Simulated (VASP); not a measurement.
Calculation: LDA (Ceperley-Alder, Perdew-Zunger), VASP's LDA PAW potentials (set 64) (plane waves; VASP).

Input for VASP

File POSCAR:
```
KI
1.0
  0.0000000000   3.4131960256   3.4131960256
  3.4131960256   0.0000000000   3.4131960256
  3.4131960256   3.4131960256   0.0000000000
K I
1 1
direct
  0.0000000000   0.0000000000   0.0000000000
  0.5000000000   0.5000000000   0.5000000000
```

**INCAR**
```
! general
SYSTEM  = KI
PREC    = Accurate
ENCUT   = 500   ! plane-wave cut-off (eV)
LREAL   = .False.   ! projection in real space or not
LASPH   = .True.   ! aspherical one-centre terms

! electronic loop
EDIFF   = 1E-6
NELM    = 100
ALGO    = Normal   ! blocked Davidson
LMAXMIX = 4

! smearing
ISMEAR  = 0   ! Gaussian
SIGMA   = 0.05

! ions
IBRION  = 2   ! conjugate gradients
NSW     = 40   ! most ionic steps
ISIF    = 3
EDIFFG  = -0.02   ! ionic stop
PSTRESS = 50   ! kbar

! output
LWAVE   = .False.
LCHARG  = .False.
```

### KPOINTS
```
Automatic mesh
0
G
7 7 7
```

POTCAR, in this order: K_sv I (LDA.64 set). Program: vasp_std.

Q: What will the output report for the number of irreducible k-points (NKPTS), largest plane-wave count, number of space-group operations, FFT grid (NGX, NGY, NGZ)?

A: 
```json
{
  "number of irreducible k-points (NKPTS)": "20",
  "largest_plane_wave_count": "2027",
  "number_of_space_group_operations": "48",
  "FFT grid (NGX, NGY, NGZ)": "36 × 36 × 36"
}
```

The compound is KI in the rock salt structure. This run relaxes it under an external pressure of 5 GPa. Symmetry was kept, so distortions that lower it aren't found.
